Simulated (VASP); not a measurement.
# RbPd (F-43m) in VASP: reference runs

How does RbPd come out in PBE? The cell is run as given.

Program: VASP 6.6.1. These are calculated values, not measurements. Logs are shortened: lines on timing, memory, paths and dates and some standing lists are left out, and cuts for length are marked.

### Step 1. The structure

The structure is cubic, space group F-43m (No. 216). Conventional cell: a = 6.473 Å, b = 6.473 Å, c = 6.473 Å, α = 90.00°, β = 90.00°, γ = 90.00°. Rb (site symmetry -43m) is surrounded by 4 Pd at 2.80 Å. Pd (site symmetry -43m) is surrounded by 4 Rb at 2.80 Å.

The cell was built by a generator and needn't be a form met in nature.

### Step 2. Single point, PBE

Input file INCAR:

```
PREC     = Accurate       # precision mode
ENCUT    = 520            # plane-wave cutoff, eV
EDIFF    = 1E-7           # SCF threshold, eV
ISMEAR   = -1             # smearing method
SIGMA    = 0.05           # smearing width, eV
LREAL    = False          # projectors in reciprocal space
LASPH    = True           # aspherical terms in the spheres
NELM     = 100            # most SCF steps
ALGO     = Normal         # electronic algorithm
ISIF     = 2              # what is computed and relaxed
LWAVE    = False          # write WAVECAR
LCHARG   = False          # write CHGCAR
GGA      = PE             # functional
NBANDS   = 16             # bands
```

Input file KPOINTS:

```
Automatic mesh
0
Gamma
  7 7 7
```

Input file POSCAR:

```
RbPd
1.0
    0.0000000000      3.2364828700      3.2364828700
    3.2364828700      0.0000000000      3.2364828700
    3.2364828700      3.2364828700      0.0000000000
Rb Pd
1 1
Direct
    0.0000000000      0.0000000000      0.0000000000
    0.7500000000      0.7500000000      0.7500000000
```

Potentials or basis: VASP PAW PBE potentials, release 64 (Rb_sv, Pd).

Started as:

```sh
> cat potpaw_PBE.64/Rb_sv/POTCAR potpaw_PBE.64/Pd/POTCAR > POTCAR
> mpirun -np 1 vasp_std > vasp.out
```

OUTCAR:

```text
PREC = Accurate
   ENCUT = 520
   EDIFF = 1E-7
   ISMEAR = -1
   LREAL = False
   LASPH = True
   NELM = 100
   ISIF = 2
   GGA = PE

 ion  position               nearest neighbor table
   1  0.000  0.000  0.000-   2 2.80   2 2.80   2 2.80   2 2.80
   2  0.750  0.750  0.750-   1 2.80   1 2.80   1 2.80   1 2.80

  LATTYP: Found a face centered cubic cell.
 ALAT       =     6.4729657400

  Lattice vectors:

 A1 = (   0.0000000000,   3.2364828700,   3.2364828700)
 A2 = (   3.2364828700,   0.0000000000,   3.2364828700)
 A3 = (   3.2364828700,   3.2364828700,   0.0000000000)

Analysis of symmetry for initial positions (statically):
=====================================================================
 Subroutine PRICEL returns:
 Original cell was already a primitive cell.

 Routine SETGRP: Setting up the symmetry group for a
 face centered cubic supercell.

 Subroutine GETGRP returns: Found 24 space group operations
 (whereof 24 operations were pure point group operations)
 out of a pool of 48 trial point group operations.

The static configuration has the point symmetry T_d .

Analysis of symmetry for dynamics (positions and initial velocities):
=====================================================================
 Subroutine PRICEL returns:
 Original cell was already a primitive cell.

 Routine SETGRP: Setting up the symmetry group for a
 face centered cubic supercell.

 Subroutine GETGRP returns: Found 24 space group operations
 (whereof 24 operations were pure point group operations)
 out of a pool of 48 trial point group operations.

The dynamic configuration has the point symmetry T_d .

 Subroutine INISYM returns: Found 24 space group operations
 (whereof 24 operations are pure point group operations),
 and found     1 'primitive' translations

----------------------------------------------------------------------------------------

                                     Primitive cell

  volume of cell :      67.8032

  direct lattice vectors                    reciprocal lattice vectors
     0.000000000  3.236482870  3.236482870    -0.154488690  0.154488690  0.154488690
     3.236482870  0.000000000  3.236482870     0.154488690 -0.154488690  0.154488690
     3.236482870  3.236482870  0.000000000     0.154488690  0.154488690 -0.154488690

  length of vectors
[... 74 lines left out ...]
   LASPH  =      T    aspherical Exc in radial PAW
   ENCUT  =  520.0 eV  38.22 Ry    6.18 a.u.   8.51  8.51  8.51*2*pi/ulx,y,z
   NELM   =    100;   NELMIN=  2; NELMDL= -5     # of ELM steps
   EDIFF  = 0.1E-06   stopping-criterion for ELM
   LREAL  =      F    real-space projection
   EDIFFG = 0.1E-05   stopping-criterion for IOM
   NSW    =      0    number of steps for IOM
   IBRION =     -1    ionic relax: 0-MD 1-quasi-New 2-CG
   NFREE  =      0    steps in history (QN), initial steepest desc. (CG)
   ISIF   =      2    stress and relaxation
   ISYM   =      2    0-nonsym 1-usesym 2-fastsym
   POTIM  = 0.5000    time-step for ionic-motion
   TEBEG  =    0.0;   TEEND  =   0.0 temperature during run
   PSTRESS=    0.0 pullay stress
   NELECT =      19.0000    total number of electrons
   NUPDOWN=      -1.0000    fix difference up-down
   EMIN   =  10.00;   EMAX   =-10.00  energy-range for DOS
   EFERMI =   0.00;   METHOD = LEGACY
   ISMEAR =    -1;   SIGMA  =   0.05  broadening in eV -4-tet -1-fermi 0-gaus
   EFERMI_NEDOS =   21; number of points for ismear=-14 and -15
   IALGO  =     38    algorithm
   IMIX   =      4    mixing-type and parameters
     AMIX     =   0.40;   BMIX     =  1.00
     AMIX_MAG =   1.60;   BMIX_MAG =  1.00
  volume/ion in A,a.u.               =      33.90       228.78
  Fermi-wavevector in a.u.,A,eV,Ry     =   1.071296  2.024455 15.615061  1.147675
  Thomas-Fermi vector in A             =   2.207032
   LORBIT       =      0    0 simple, 1 ext, 2 COOP (PROOUT), +10 PAW based schemes
   GGA     = PE    functional components
   LHFCALC =     F    Hartree Fock is set to
   AEXX    =    0.0000 exact exchange contribution
   IVDW    =     0    specifies the selected vdW correction
   LEPSILON=     F    determine dielectric tensor
   LRPA    =     F    only Hartree local field effects (RPA)
 non-spin polarized calculation
  energy-cutoff  :      520.00
  volume of cell :       67.80
 maximum number of plane-waves:      1841
 NGX is ok and might be reduce to    36
   NGX = 17   NGY = 17   NGZ = 17

 number of electron      18.9999999 magnetization

 Free energy of the ion-electron system (eV)
  ---------------------------------------------------
  ext. energy  EPLUGINS =         0.00000000
  ---------------------------------------------------
  free energy    TOTEN  =        -4.22436478 eV

  energy without entropy =       -4.21683933  energy(sigma->0) =       -4.22060206

 E-fermi :   2.0917     XC(G=0):  -8.2388

 val. band max:        2.0088408563   @ k =   0.4286   0.2857   0.0000
 cond. band min:       2.1452871273   @ k =  -0.4286   0.1429   0.0000
 fundamental gap:      0.1364462710
 Fermi energy:         2.0916737089

 k-point     1 :       0.0000    0.0000    0.0000
  band No.  band energies     occupation
      1     -25.2394      2.00000
      2      -9.4397      2.00000
      3      -9.4397      2.00000
      4      -9.4397      2.00000
      5      -0.4252      2.00000
      6       0.1696      2.00000
[... 357 lines left out ...]
      3      -9.5656      2.00000
      4      -9.4744      2.00000
      5      -0.0489      2.00000
      6       0.0516      2.00000
[... 8 lines left out ...]
     15       9.8168      0.00000
     16      10.4914      0.00000

------------------------ aborting loop because EDIFF is reached ----------------------------------------

  FORCE on cell =-STRESS in cart. coord.  units (eV):
  Direction    XX          YY          ZZ          XY          YZ          ZX
  --------------------------------------------------------------------------------------
  -------------------------------------------------------------------------------------
  Total        2.1530575      2.1530575      2.1530575      0.0000000      0.0000000      0.0000000
  in kB       50.8763891     50.8763891     50.8763891      0.0000000      0.0000000      0.0000000
  external PRESSURE =      50.8763891 kB  Pullay stress =       0.0000000 kB

 VOLUME and BASIS-vectors are now :
 -----------------------------------------------------------------------------
  energy-cutoff  :      520.00
  volume of cell :       67.80
      direct lattice vectors                 reciprocal lattice vectors
     0.000000000  3.236482870  3.236482870    -0.154488690  0.154488690  0.154488690
     3.236482870  0.000000000  3.236482870     0.154488690 -0.154488690  0.154488690
     3.236482870  3.236482870  0.000000000     0.154488690  0.154488690 -0.154488690

 POSITION                                       TOTAL-FORCE (eV/Angst)
 -----------------------------------------------------------------------------------
      0.00000      0.00000      0.00000        -0.000000      0.000000      0.000000
      4.85472      4.85472      4.85472         0.000000     -0.000000     -0.000000
 -----------------------------------------------------------------------------------
    total drift:                                0.000000      0.000000      0.000000

  FREE ENERGIE OF THE ION-ELECTRON SYSTEM (eV)
  ---------------------------------------------------
  free  energy   TOTEN  =        -4.2243647804 eV

  energy  without entropy=       -4.2168393299  energy(sigma->0) =       -4.22060206
```

stdout:

```text
POSCAR found type information on POSCAR RbPd
 POSCAR found :  2 types and       2 ions
 scaLAPACK will be used
 LDA part: xc-table for (Slater+PW92), standard interpolation
 POSCAR, INCAR and KPOINTS ok, starting setup
 FFT: planning ... GRIDC
 FFT: planning ... GRID_SOFT
 FFT: planning ... GRID
 WAVECAR not read
 entering main loop
```

Run time: 21 s. Hardware: 1 thread of Intel Xeon Platinum 8488C (Sapphire Rapids), shared host; peak memory 0.2 GiB.

What came out:

| Property | Result |
| --- | --- |
| Free energy | -4.2244 eV |
| Pressure | 5.1 GPa |
| Band gap on the k mesh | none (metal or under the smearing width) |
